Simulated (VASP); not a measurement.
Level of theory: PBEsol GGA, VASP's PBE PAW potentials (set 64) (plane waves; VASP 6.6.1).

A VASP calculation is set up with these files.

**KPOINTS**
```
k-points along high-symmetry lines
10
Line-mode
Reciprocal
  0.000000   0.000000   0.000000 ! GAMMA
  0.000000   0.500000   0.000000 ! X

  0.000000   0.500000   0.000000 ! X
  0.500000   0.500000   0.000000 ! M

  0.500000   0.500000   0.000000 ! M
  0.000000   0.000000   0.000000 ! GAMMA

  0.000000   0.000000   0.000000 ! GAMMA
  0.000000   0.000000   0.500000 ! Z

  0.000000   0.000000   0.500000 ! Z
  0.000000   0.500000   0.500000 ! R

  0.000000   0.500000   0.500000 ! R
  0.500000   0.500000   0.500000 ! A

  0.500000   0.500000   0.500000 ! A
  0.000000   0.000000   0.500000 ! Z

  0.000000   0.500000   0.000000 ! X
  0.000000   0.500000   0.500000 ! R

  0.500000   0.500000   0.000000 ! M
  0.500000   0.500000   0.500000 ! A
```

**POSCAR**
```
Zn2SeS
1
    3.8887881946     0.0000000000    -0.0000000000
    0.0000000000     3.8887881946     0.0000000000
    0.0000000000     0.0000000000     5.4838764441
Zn Se S
2 1 1
Direct
  0.5000000000   1.0000000000   0.7632217481
  0.0000000000   0.5000000000   0.2367782519
  0.0000000000   1.0000000000   0.5000000000
  0.5000000000   0.5000000000   0.0000000000
```

**INCAR**
```
LREAL = .FALSE.   ! projection in real space or not
ICHARG = 11
ALGO = Normal   ! blocked Davidson
LORBIT = 11   ! lm-projected
LCHARG = .FALSE.
PREC = Accurate
SYSTEM = Zn2SeS
LWAVE = .FALSE.
GGA = PS   ! PBEsol
ENCUT = 400   ! plane-wave cut-off (eV)
LMAXMIX = 4   ! l cut-off of mixed one-centre charges
EDIFF = 1E-7   ! SCF stop (eV)
ISMEAR = 0   ! Gaussian
SIGMA = 0.05   ! width (eV)
NELM = 100   ! most electronic steps
LASPH = .TRUE.
```

POTCAR, in this order: Zn Se S (PBE.64 set). Program: vasp_std. Read from the step before: CHGCAR.

Output

### OUTCAR
```
 ion  position               nearest neighbor table
   1  0.500  0.000  0.763-   4 2.34   4 2.34   3 2.42   3 2.42
   2  0.000  0.500  0.237-   4 2.34   4 2.34   3 2.42   3 2.42
   3  0.000  0.000  0.500-   1 2.42   2 2.42   2 2.42   1 2.42
   4  0.500  0.500  0.000-   1 2.34   2 2.34   1 2.34   2 2.34
  LATTYP: Found a simple tetragonal cell.
 ALAT       =     3.8887881946
 C/A-ratio  =     1.4101761705
 Subroutine PRICEL returns:
 Original cell was already a primitive cell.
 Subroutine GETGRP returns: Found  8 space group operations
The static configuration has the point symmetry D_2d.
The dynamic configuration has the point symmetry D_2d.
 Subroutine INISYM returns: Found  8 space group operations
   k-points           NKPTS =     90   k-points in BZ     NKDIM =     90   number of bands    NBANDS=     22
   number of dos      NEDOS =    301   number of ions     NIONS =      4
   total plane-waves  NPLWV =  28224
   dimension x,y,z NGX =    28 NGY =   28 NGZ =   36
   dimension x,y,z NGXF=    56 NGYF=   56 NGZF=   72
   ions per type =               2   1   1
   PREC   = accura    normal or accurate (medium, high low for compatibility)
   ISTART =      0    job   : 0-new  1-cont  2-samecut
   ICHARG =     11    charge: 1-file 2-atom 10-const
   ISPIN  =      1    spin polarized calculation?
   LNONCOLLINEAR =      F non collinear calculations
...
```

**OSZICAR**
```
       N       E                     dE             d eps       ncg     rms          rms(c)
DAV:   1     0.205006490449E+03    0.20501E+03   -0.15194E+04  3960   0.163E+03
DAV:   2     0.355511849800E+01   -0.20145E+03   -0.19636E+03  4268   0.339E+02
DAV:   3    -0.134702726785E+02   -0.17025E+02   -0.16829E+02  4656   0.103E+02
DAV:   4    -0.137726722853E+02   -0.30240E+00   -0.30221E+00  4364   0.139E+01
DAV:   5    -0.137770783234E+02   -0.44060E-02   -0.44052E-02  4736   0.152E+00
DAV:   6    -0.137771746805E+02   -0.96357E-04   -0.96355E-04  4498   0.232E-01
DAV:   7    -0.137771776590E+02   -0.29785E-05   -0.29784E-05  4696   0.379E-02
DAV:   8    -0.137771777637E+02   -0.10474E-06   -0.10472E-06  4436   0.723E-03
DAV:   9    -0.137771777672E+02   -0.34897E-08   -0.34810E-08  3110   0.130E-03
   1 F= -.13777178E+02 E0= -.13777178E+02  d E =-.207006E-16
```

**OUTCAR**
```
 val. band max:        1.9901156668   @ k =   0.0000   0.0000   0.0000

 cond. band min:       3.5504971542   @ k =   0.0000   0.0000   0.0000



 k-point     1 :       0.0000    0.0000    0.0000
  band No.  band energies     occupation
      1     -11.4295      2.00000
      2     -10.2073      2.00000
      3      -4.6647      2.00000
      4      -4.6211      2.00000
      5      -4.6211      2.00000
      6      -4.5823      2.00000
      7      -4.2976      2.00000
      8      -4.2976      2.00000
      9      -4.1612      2.00000
     10      -4.1607      2.00000
     11      -4.0922      2.00000
     12      -3.9471      2.00000
     13      -2.8446      2.00000
     14      -0.4272      2.00000
     15      -0.4272      2.00000
     16       1.9331      2.00000
     17       1.9901      2.00000
     18       1.9901      2.00000
     19       3.5505      0.00000
     20       4.9568      0.00000
     21       5.5540      0.00000
     22       7.9685      0.00000

 k-point     2 :       0.0000    0.0556    0.0000
  band No.  band energies     occupation
      1     -11.4140      2.00000
      2     -10.2071      2.00000
      3      -4.6575      2.00000
      4      -4.6215      2.00000
      5      -4.6189      2.00000
      6      -4.5781      2.00000
      7      -4.3005      2.00000
      8      -4.2979      2.00000
      9      -4.1619      2.00000
     10      -4.1601      2.00000
     11      -4.0945      2.00000
     12      -3.9369      2.00000
     13      -2.8442      2.00000
     14      -0.5194      2.00000
     15      -0.4056      2.00000
     16       1.7505      2.00000
     17       1.8837      2.00000
     18       1.9815      2.00000
     19       3.7553      0.00000
     20       5.0541      0.00000
     21       5.6538      0.00000
     22       7.9271      0.00000

 k-point     3 :       0.0000    0.1111    0.0000
  band No.  band energies     occupation
      1     -11.3683      2.00000
      2     -10.2073      2.00000
...
```

The density is held fixed in this step, so its total energy and stress have no physical meaning.

The structure comes from a computed database's Zn2SeS entry (P-4m2); how it stands against other phases isn't given here. It was relaxed first.
